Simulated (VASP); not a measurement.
Data:

```yaml
crystal:
  lattice:
    - [1.30073, -2.25294, 0.00000]
    - [1.30073, 2.25294, 0.00000]
    - [0.00000, 0.00000, 4.57898]
  atoms:
    - { symbol: Zn, position: [0.33333, 0.66667, 0.25000] }
    - { symbol: Zn, position: [0.66667, 0.33333, 0.75000] }
```

All values below come from LDA (Ceperley-Alder, Perdew-Zunger), VASP's LDA PAW potentials (set 64) (plane waves; VASP 6.6.1). Run with 400 eV cut-off, 14×14×7 Γ-centred mesh, first-order Methfessel-Paxton smearing of 0.10 eV, potentials Zn.

Problem. What does the run give for the energy per atom (σ→0), band gap (on the k-mesh) with the smallest direct gap where there is one?

Solution. 
The band gap (on the k-mesh) is none (metal, semimetal or under 0.01 eV). The energy per atom (σ→0) is -1877 meV/atom.

The compound is Zn in the hcp structure. It was relaxed first, which changed the volume by -12 %. The start is the result of an earlier pass.
